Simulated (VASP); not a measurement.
```yaml
crystal:
  lattice:
    - [1.45500, -2.52013, 0.00000]
    - [1.45500, 2.52013, 0.00000]
    - [0.00000, 0.00000, 2.84000]
  atoms:
    - { symbol: W, position: [0.00000, 0.00000, 0.00000] }
    - { symbol: C, position: [0.33333, 0.66667, 0.50000] }
```

Computed with PBE GGA, VASP's PBE PAW potentials (set 64) (plane waves; VASP 6.6.1). Settings: 520 eV cut-off, 4×4×4 Monkhorst-Pack mesh, first-order Methfessel-Paxton smearing of 0.10 eV, potentials W_sv C.

### Question
Predict the energy per atom (σ→0), pressure.

### Answer

```yaml
energy per atom (σ→0): -11.236 eV/atom
pressure: 5.30 GPa
```

The absolute energy has meaning only against runs of the same code, potentials and settings.

The compound is WC in the wc structure. The cell was not relaxed at this level. The k-mesh is coarse (spacing up to 0.62 per Å, 2π included), so the numbers may not be converged in it. The run is one of a series of settings (KPOINTS 4×4×4 Monkhorst-Pack mesh against the base run), some of them coarse on purpose.
